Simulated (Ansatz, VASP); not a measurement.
# Mo in two plane-wave programs

Aim: how closely do two programs agree when they are given the same cell, functional and k mesh? The cell is taken from a series of runs on this material, whose earlier steps may have relaxed, scaled, displaced or heated it; both programs get it as it stands.

Method: plane waves, with VASP 6.6.1 beside it; relaxation of cell and atoms at LDA, in Ansatz 0.2.0.

## (1) The structure

The structure is cubic, space group Im-3m (No. 229). The conventional cell has a = 3.114 Å, b = 3.114 Å, c = 3.114 Å, α = 90.00°, β = 90.00°, γ = 90.00°. Mo has 8 Mo at 2.70 Å nearest.

## (2) VASP: relaxation of cell and atoms, LDA

The relaxed volume is the usual yardstick between codes: in a stiff, nearly cubic crystal its relative difference is about their pressure difference at one cell divided by the bulk modulus.

Lines of VASP's logs that name or quote its potential files are left out, and so is its time.

INCAR reads:

```
SYSTEM = Mo
PREC = Accurate
ENCUT = 500
EDIFF = 1E-07
NELM = 120
ISMEAR = 0
SIGMA = 0.1
LREAL = .FALSE.
ALGO = Normal
GGA = CA
NBANDS = 13
LASPH = .TRUE.
LORBIT = 11
LWAVE = .FALSE.
LCHARG = .FALSE.
ISIF = 3
IBRION = 2
NSW = 80
EDIFFG = -0.005
GGA_COMPAT = .FALSE.
NELMIN = 4
```

POSCAR reads:

```
Mo
1.0
   -1.5572280000      1.5572280000      1.5572280000
    1.5572280000     -1.5572280000      1.5572280000
    1.5572280000      1.5572280000     -1.5572280000
Mo
1
Direct
    0.0000000000      0.0000000000      0.0000000000
```

KPOINTS reads:

```
Automatic mesh
0
Gamma
10 10 10
0 0 0
```

Potentials, in the order of the species: Mo_sv (LDA family, release 64).

The run is started by

```console
> mpirun -np 1 vasp_std
```

Numbers of over 12 decimals in the logs are rounded to 6 here.

What it wrote:

```text
[banner, memory and clock lines left out]
running    1 mpi-ranks, on    1 nodes
 distrk:  each k-point on    1 cores,    1 groups
 distr:  one band on    1 cores,    1 groups

 POSCAR found type information on POSCAR Mo
 POSCAR found :  1 types and       1 ions
 LDA part: xc-table for (Slater(with rela. corr.)+CA(PZ))
 , standard interpolation
 POSCAR, INCAR and KPOINTS ok, starting setup
 FFT: planning ... GRIDC
 FFT: planning ... GRID_SOFT
 FFT: planning ... GRID
 WAVECAR not read
 entering main loop
       N       E                     dE             d eps       ncg     rms          rms(c)
DAV:   1     0.953095260953E+02    0.95310E+02   -0.76600E+03  1235   0.107E+03
DAV:   2    -0.115792882322E+02   -0.10689E+03   -0.10270E+03  1377   0.318E+02
DAV:   3    -0.128315623579E+02   -0.12523E+01   -0.12497E+01  1357   0.351E+01
DAV:   4    -0.128345424774E+02   -0.29801E-02   -0.29801E-02  1382   0.205E+00
DAV:   5    -0.128345618902E+02   -0.19413E-04   -0.19413E-04  1352   0.151E-01    0.168E+01
DAV:   6    -0.122078834003E+02    0.62668E+00   -0.73200E-01  1257   0.110E+01    0.432E+00
DAV:   7    -0.121267433260E+02    0.81140E-01   -0.11395E-01  1322   0.398E+00    0.853E-01
DAV:   8    -0.121204310749E+02    0.63123E-02   -0.44481E-03  1257   0.842E-01    0.190E-01
DAV:   9    -0.121204406470E+02   -0.95721E-05   -0.12210E-04  1419   0.132E-01    0.697E-02
DAV:  10    -0.121204498420E+02   -0.91950E-05   -0.76536E-06  1292   0.316E-02    0.124E-03
DAV:  11    -0.121204498332E+02    0.88332E-08   -0.81949E-08   965   0.370E-03
   1 F= -.12120450E+02 E0= -.12118263E+02  d E =-.121204E+02
 curvature:   0.00 expect dE= 0.000E+00 dE for cont linesearch  0.000E+00
 trial: gam= 0.00000 g(F)=  0.903E-62 g(S)=  0.158E-03 ort = 0.000E+00 (trialstep = 0.100E+01)
 search vector abs. value=  0.158E-03
 bond charge predicted
       N       E                     dE             d eps       ncg     rms          rms(c)
DAV:   1    -0.121244159453E+02   -0.39661E-02   -0.86473E-02  1237   0.401E+00    0.809E-01
DAV:   2    -0.121205095160E+02    0.39064E-02   -0.61141E-03  1232   0.104E+00    0.118E-01
DAV:   3    -0.121202475167E+02    0.26200E-03   -0.87582E-04  1277   0.376E-01    0.127E-01
DAV:   4    -0.121202882477E+02   -0.40731E-04   -0.22552E-05  1267   0.489E-02    0.576E-03
DAV:   5    -0.121202883680E+02   -0.12031E-06   -0.14200E-06  1342   0.153E-02    0.108E-03
DAV:   6    -0.121202883413E+02    0.26721E-07   -0.20929E-08   636   0.183E-03
   2 F= -.12120288E+02 E0= -.12118102E+02  d E =0.161492E-03
 trial-energy change:    0.000161  1 .order    0.000158   -0.000158    0.000474
 step:   0.2439(harm=  0.2503)  dis= 0.00000  next Energy=   -12.120469 (dE=-0.192E-04)
 bond charge predicted
       N       E                     dE             d eps       ncg     rms          rms(c)
DAV:   1    -0.121228315246E+02   -0.25432E-02   -0.49587E-02  1237   0.304E+00    0.598E-01
DAV:   2    -0.121205913444E+02    0.22402E-02   -0.35505E-03  1232   0.793E-01    0.897E-02
DAV:   3    -0.121204450013E+02    0.14634E-03   -0.50003E-04  1272   0.284E-01    0.918E-02
DAV:   4    -0.121204683124E+02   -0.23311E-04   -0.13460E-05  1262   0.373E-02    0.333E-03
DAV:   5    -0.121204682073E+02    0.10511E-06   -0.68536E-07  1352   0.107E-02    0.845E-04
DAV:   6    -0.121204681956E+02    0.11746E-07   -0.10266E-08   631   0.132E-03
   3 F= -.12120468E+02 E0= -.12118282E+02  d E =-.183624E-04
 curvature:  -0.13 expect dE=-0.264E-08 dE for cont linesearch -0.264E-08
 trial: gam= 0.00000 g(F)=  0.516E-62 g(S)=  0.211E-07 ort =-0.183E-05 (trialstep = 0.849E+00)
 search vector abs. value=  0.212E-07
 reached required accuracy - stopping structural energy minimisation
```

Parts of OUTCAR (step 2):

```text
ion  position               nearest neighbor table
   1  0.000  0.000  0.000-

  LATTYP: Found a body centered cubic cell.
 ALAT       =     3.1144560000

 Subroutine GETGRP returns: Found 48 space group operations
 (whereof 48 operations were pure point group operations)

The static configuration has the point symmetry O_h .

 Found     47 irreducible k-points:

   k-points           NKPTS =     47   k-points in BZ     NKDIM =     47   number of bands    NBANDS=     13

   dimension x,y,z NGX =    20 NGY =   20 NGZ =   20
   dimension x,y,z NGXF=    40 NGYF=   40 NGZF=   40

   ENCUT  =  500.0 eV  36.75 Ry    6.06 a.u.   4.92  4.92  4.92*2*pi/ulx,y,z

   NELECT =      14.0000    total number of electrons

 k-points in reciprocal lattice and weights: Automatic mesh
   0.00000000  0.00000000  0.00000000       0.001
   0.10000000  0.00000000  0.00000000       0.012
   0.20000000  0.00000000  0.00000000       0.012
   0.30000000  0.00000000  0.00000000       0.012
   0.40000000  0.00000000  0.00000000       0.012
   0.50000000  0.00000000  0.00000000       0.006
   0.10000000  0.10000000  0.00000000       0.024
   0.20000000  0.10000000  0.00000000       0.048
   0.30000000  0.10000000  0.00000000       0.048
[...]
0.50000000  0.50000000  0.40000000       0.012
   0.50000000  0.50000000  0.50000000       0.001

 average (electrostatic) potential at core
       1 -68.6349

 E-fermi :  13.1751

 k-point     1 :       0.0000    0.0000    0.0000
  band No.  band energies     occupation
    ...
      4     -21.2238      2.00000
      5       5.7081      2.00000
      6      11.6166      2.00000
      7      11.6166      2.00000
      8      11.6166      2.00000
      9      14.7539      0.00000
     10      14.7539      0.00000
     11      27.9212      0.00000
     12      27.9212      0.00000
     13      27.9212      0.00000

 k-point     2 :       0.1000    0.0000    0.0000
  band No.  band energies     occupation
    ...
      4     -21.2252      2.00000
      5       6.1595      2.00000
      6      11.3612      2.00000
      7      11.5629      2.00000
      8      12.0518      2.00000
      9      14.4129      0.00000
     10      14.7627      0.00000
     11      28.2459      0.00000
     12      28.6918      0.00000
     13      28.8076      0.00000

 k-point     3 :       0.2000    0.0000    0.0000
  band No.  band energies     occupation
    ...
      3     -21.4026      2.00000
      4     -21.2289      2.00000
      5       7.2364      2.00000
      6      10.7568      2.00000
      7      11.3683      2.00000
      8      13.2978      0.08279
      9      14.1198      0.00000
     10      14.8375      0.00000
     11      28.4679      0.00000
     12      29.9809      0.00000
    ...

  Total        0.0003817      0.0003817      0.0003817      0.0000000      0.0000000      0.0000000
  in kB        0.0405356      0.0405356      0.0405356      0.0000000      0.0000000      0.0000000
  external PRESSURE =       0.0405356 kB  Pullay stress =       0.0000000 kB

  energy-cutoff  :      500.00
  volume of cell :       15.09
      direct lattice vectors                 reciprocal lattice vectors
    -1.556622237  1.556622237  1.556622237     0.000000000  0.321208311  0.321208311
     1.556622237 -1.556622237  1.556622237     0.321208311  0.000000000  0.321208311
     1.556622237  1.556622237 -1.556622237     0.321208311  0.321208311  0.000000000

 POSITION                                       TOTAL-FORCE (eV/Angst)
 -----------------------------------------------------------------------------------
     -0.00000      0.00000      0.00000        -0.000000      0.000000     -0.000000
 -----------------------------------------------------------------------------------
    total drift:                                0.000000     -0.000000     -0.000000

  FREE ENERGIE OF THE ION-ELECTRON SYSTEM (eV)
  ---------------------------------------------------
  free  energy   TOTEN  =       -12.1204681956 eV

  energy  without entropy=      -12.1160961344  energy(sigma->0) =      -12.11828216

 reached required accuracy - stopping structural energy minimisation

 total charge
# of ion       s       p       d       tot
------------------------------------------
    1        2.397   6.211   4.005  12.613

[... 3 further parts left out ...]
```

The k-mesh is coarse for a metal.

## (3) Ansatz: relaxation of cell and atoms, LDA

Ansatz runs on its default PAW (the set named soft_2) files.

The same cell, functional (in two slightly different forms), mesh and smearing now go to Ansatz.

input.yaml reads:

```yaml
crystal:
  lattice:
    - [-1.5572281088, 1.5572281088, 1.5572281088]
    - [1.5572281088, -1.5572281088, 1.5572281088]
    - [1.5572281088, 1.5572281088, -1.5572281088]
  atoms:
    - { symbol: Mo, position: [0.0, 0.0, 0.0] }
kpoints:
  mp_grid: { grid: [10, 10, 10] }
hamiltonian:
  xc: lda
scf:
  occupations: { method: gaussian, width: 0.1 }
output:
  forces: true
  stress: true
  eigenvalues: true
  write_density: true
  write_potential: true
  elf: true
  volumetric_format: npy
basis:
  ecutwfc: 260.0
relax:
  adjacent_minimum: "off"
  f_tol: 0.005
  max_steps: 80
  cell: { stress_tol: 0.05 }
```

The run is started by

```console
> ansatz run input.yaml --threads 4 --pin off --max-ram 7168MiB --backend cpu --events-out ev --progress --plain --runs-dir out
```

What it wrote:

```text
Warning: basis.ecutwfc = 260 eV is below the records' recommended 420 eV, and the density's cutoff is lower with it unless basis.ecutrho_ratio is high enough to keep the records' density cutoff: compare with a run at a higher cutoff
Engine: ansatz 0.2.0, x86_64-unknown-linux-gnu
Pseudopotentials: kind: paw
Pseudopotential: Mo, paw, valence charge 14, recommended cutoff 420 eV (normal), Mo.paw.azcp
Functional definition: SPW92
  exchange = slater_x
  correlation = pw_c
Crystal: 1 atoms, lattice volume = 15.105 Å³
Basis set: ecut = 260 eV, 141 PW (Γ)
Bands: 11, of which v1, the nominal top of the filled ones, is band 7 counted from 1 (6 counted from 0)
Symmetry: 48 space group operations
Space group: Im-3m (ITA 229), of the structure as read, at distance tolerance 2.5e-5 Å
k-points: 47 of 1000
Non-local potential: Mo, projectors of the file, l = 0: 3, l = 1: 2, l = 2: 2, l = 3: 1
PAW form: soft (Blöchl's): semilocal exchange-correlation on the pseudo side does not see the compensation charge
PAW frozen core: Mo, regenerated for the run's functional, and the local potential with it (the file was generated under x = pbe(κ = 0.804, μ = 0.219515), c = pbe(β = 0.066725))
PAW one-centre angular grid: Mo, 590 points (default); XC on 64 Gauss nodes
Initial density: superposition of atomic densities (neutral atoms: chi_scale 0, normalization atom), corrected by the library's trained network
Initial wavefunctions: pseudopotential atomic-orbital guess
Functional: x = slater, c = lda
SCF iter   1: F=—  HF=-4842.481869 eV  |F-HF|=—  |Δ(HF+E_count)|=         —  Δρ=1.36e-2  dr2=9.66e-3  ethr=1.77e-3  ⟨swp⟩=5.0  Hψ=2757  notcnv=0
preconditioner: auto → none  [metal: Δε(μ)=0.049 eV  Ē_g=8.660 eV  σ=0.100 eV  W_gap=0.26  n_scr=0 (ndim 8)  ℏωp=23.4 eV  f_vac=0.000  D(μ)=0.82/eV (n_scr^D=12)]
SCF iter   2: F=—  HF=-4842.477422 eV  |F-HF|=—  |Δ(HF+E_count)|=   4.45e-3  Δρ=5.19e-3  dr2=9.80e-4  ethr=6.90e-5  ⟨swp⟩=2.2  Hψ=1220  notcnv=0
SCF iter   3: F=—  HF=-4842.477253 eV  |F-HF|=—  |Δ(HF+E_count)|=   1.69e-4  Δρ=1.74e-3  dr2=9.41e-5  ethr=7.00e-6  ⟨swp⟩=1.0  Hψ=513  notcnv=0
SCF iter   4: F=—  HF=-4842.477249 eV  |F-HF|=—  |Δ(HF+E_count)|=   4.38e-6  Δρ=1.20e-4  dr2=5.88e-7  ethr=6.72e-7  ⟨swp⟩=2.0  Hψ=560  notcnv=0
iter 5 did not close the SCF: its close was put off for the readings that it lacked (scf_convergence_deferred on its scf_iter line)
SCF iter   5: F=-4842.477249 eV  HF=-4842.477249 eV  |F-HF|=5.60e-10  |Δ(HF+E_count)|=   2.48e-7  Δρ=4.91e-6  dr2=1.31e-9  ethr=4.20e-9  ⟨swp⟩=2.2  Hψ=799  notcnv=0
SCF iter   6: F=-4842.477249 eV  HF=-4842.477249 eV  |F-HF|=0.00e0  |Δ(HF+E_count)|=  3.80e-10  Δρ=1.54e-7  dr2=8.52e-13  ethr=9.32e-12  ⟨swp⟩=4.1  Hψ=2294  notcnv=0
SCF 1 converged in 6 iterations: F = -4842.477249 eV  dr2 = 8.52e-13
  greatest PAW one-centre occupation: 0.999 electrons in one spin orbital (limit 2), on the Mo atom at site 0 (counted from 0), in its partial waves of l = 0
relax step   1: F+E_penalty+E_count = -4842.47724900 eV  Δ(F+E_penalty+E_count) = +0.000e0 eV  max|allowed force component| = 0.000e0 eV/Å  Δτ_max = 0.0000 Å  P = -1.303 GPa  Ω = 15.105 Å³  (6 SCF iters, accepted)
[...]
relax step   2: F+E_penalty+E_count = -4842.50894051 eV  Δ(F+E_penalty+E_count) = -3.169e-2 eV  max|allowed force component| = 0.000e0 eV/Å  Δτ_max = 0.0000 Å  P = +4.401 GPa  Ω = 14.916 Å³  energy of the carried Pulay correction = +3.350e-2 eV  (4 SCF iters, dr2 threshold 1.00e-7 eV, rejected (line search))
[...]
relax step   5: F+E_penalty+E_count = -4842.47320117 eV  Δ(F+E_penalty+E_count) = -3.309e-3 eV  max|allowed force component| = 0.000e0 eV/Å  Δτ_max = 0.0000 Å  P = -0.111 GPa  Ω = 15.043 Å³  energy of the carried Pulay correction = +3.271e-3 eV  (3 SCF iters, dr2 threshold 1.00e-7 eV, accepted)
[...]
relax step   6: F+E_penalty+E_count = -4842.47391438 eV  Δ(F+E_penalty+E_count) = -7.132e-4 eV  max|allowed force component| = 0.000e0 eV/Å  Δτ_max = 0.0000 Å  P = -0.015 GPa  Ω = 15.039 Å³  energy of the carried Pulay correction = +3.983e-3 eV  (2 SCF iters, dr2 threshold 3.07e-8 eV, accepted)
[...]
relax step   7: F+E_penalty+E_count = -4842.47266739 eV  Δ(F+E_penalty+E_count) = +1.247e-3 eV  max|allowed force component| = 0.000e0 eV/Å  Δτ_max = 0.0000 Å  P = -0.102 GPa  Ω = 15.039 Å³  stress off target by 1.02e-1 GPa  SCF on the basis re-selected at this cell (its energy is not comparable with the rows above)  (4 SCF iters)
[...]
relax step   8: F+E_penalty+E_count = -4842.47342041 eV  Δ(F+E_penalty+E_count) = -7.530e-4 eV  max|allowed force component| = 0.000e0 eV/Å  Δτ_max = 0.0000 Å  P = -0.009 GPa  Ω = 15.035 Å³  energy of the carried Pulay correction = +7.516e-4 eV  (2 SCF iters, dr2 threshold 2.58e-8 eV, accepted)
[...]
relax step   9: F+E_penalty+E_count = -4842.47342041 eV  Δ(F+E_penalty+E_count) = -3.292e-10 eV  max|allowed force component| = 0.000e0 eV/Å  Δτ_max = 0.0000 Å  P = -0.023 GPa  Ω = 15.035 Å³  stress off target by 2.26e-2 GPa  SCF on the basis re-selected at this cell (its energy is not comparable with the rows above)  (3 SCF iters)
basis re-selected at this cell: Δ(F+E_penalty+E_count) = -3.292e-10 eV, ΔP = -0.014 GPa vs the last step (what re-selecting the basis moved, of the pressure what is left beyond the Pulay correction that the steps carried, after the strain that the cell walked since its last selection, with what the two solves' SCF thresholds leave and, on support functions, any second-order correction that the steps lacked; it is no  [...]
SCF converged after 3 iterations
Free energy (F): -4842.473420 eV
Harris-Foulkes:  -4842.473420 eV  (|F-HF|=2.73e-12)
Internal energy: -4842.469388 eV  (E = F + TS)
E sigma→0 (E₀):  -4842.471404 eV
Entropy (-TS):   -0.004032 eV (-4.032 meV/atom)
Fermi energy:    21.931630 eV
--- Per-component energies (eV) ---
  E_band       = -45.683163
  E_kinetic    = 443.472303
  E_local      = -759.928023  (includes V_loc(G=0)·N_el)
  E_nonlocal   = 147.048998
  E_hartree    = 250.392112
  E_xc         = -183.141898
  E_vxc        = -229.625292  (∫ρ·V_xc dr)
  E_paw        = -3089.290989  (= ΣΔE_a)
  E_vpaw       = -147.435639  (= ΣTr[D̂ρ^β])
  E_aug_tail   = 0.000246  (compensation charges beyond the density's cutoff)
  E_ewald      = -1651.494953
  E_core_change = 0.472816  (= ΣΔE_core)
  E_smearing   = -0.004032  (= −TS)
  E_closure    = 0.000000  (closes the sum)
  Σ components = -4842.473420   (vs F -4842.473420, Δ=0.00e0)
--- Forces (eV/Å), atoms counted from 1 ---
  atom   1  Mo    -0.00000000    -0.00000000    -0.00000000
  max |Σ_I F_I| component: 7.09e-32 eV/Å
--- Stress (GPa, compression-positive) ---
       -0.022636      -0.000000      -0.000000
       -0.000000      -0.022636      -0.000000
        0.000000      -0.000000      -0.022636
  P = ⅓ Tr σ = -0.0226 GPa (-0.226 kbar)
--- Band table (eV; the first three rows and the last of 47) ---
  k-point 0: bands = [... 3 lower, -12.6424, 14.4180, 20.3554, 20.3554, 20.3554, 23.5306, 23.5306, 36.6264]
  k-point 1: bands = [... 3 lower, -12.6371, 14.8755, 20.1031, 20.3058, 20.7920, 23.1979, 23.5661, 36.9515]
  k-point 2: bands = [... 3 lower, -12.6420, 15.9541, 19.5029, 20.1075, 22.0364, 22.8965, 23.6118, 37.1951]
  k-point 46: bands = [... 3 lower, -13.6940, 16.0894, 16.0894, 26.1602, 26.1602, 26.1602, 31.2717, 31.2717]
--- Relaxed structure (6 steps of the walk, 5 accepted, 3 SCFs on fresh bases) ---
  F+E_penalty+E_count = -4842.47342041 eV   max|allowed force component| = 0.000e0 eV/Å   (the final SCF, on the basis selected at the relaxed cell)
  cell:  # Å, volume = 15.0349 Å³
    - [-1.554822, 1.554822, 1.554822]
    - [1.554822, -1.554822, 1.554822]
    - [1.554822, 1.554822, -1.554822]
  atoms:
    - { symbol: Mo, position: [0.0, 0.0, 0.0] }
```

## (4) Side by side

Known differences besides the potentials themselves: the two LDA forms differ slightly; the cutoff is 260 eV in Ansatz and 500 eV in VASP; VASP's log shows a relativistic correction to its local exchange, Ansatz's none; Ansatz adds a Pulay correction to the stress that steers its cell, VASP none; Ansatz's log warns that its cutoff lies below the recommended one. Total energies have different zeros and are not compared.

Compared:

```
                                         quantity  Ansatz   VASP  difference
                                      volume (Å³)   15.03  15.09     -0.35 %
edge a after relaxation, in the typed setting (Å)   2.693  2.696     -0.11 %
```

## (5) Outcome

| Property | Result |
| --- | --- |
| difference in volume (relaxation of cell and atoms, LDA) | -0.35 % |

What this shows: The difference in volume is -0.35 % (relaxation of cell and atoms, LDA), within the 1.2 % picked in this series as the mark of a large difference, as far as the stopping tolerances let one tell. Such differences can come from data sets, numerical settings and the points named under the comparisons, not from the functional's error against experiment.

[Lines on the potential files, build, host, timing and source positions are cut from VASP's logs without a mark.]

[Logs are printed without paths, hosts, clocks, repeated set-up lines and the standing remarks that a program may print on its own settings, such as how far it seeks lower states.]

[Hosts, paths, dates, database ids (printed as entryN), source tags and the programs' standing remarks are cut or masked in the printed files.]
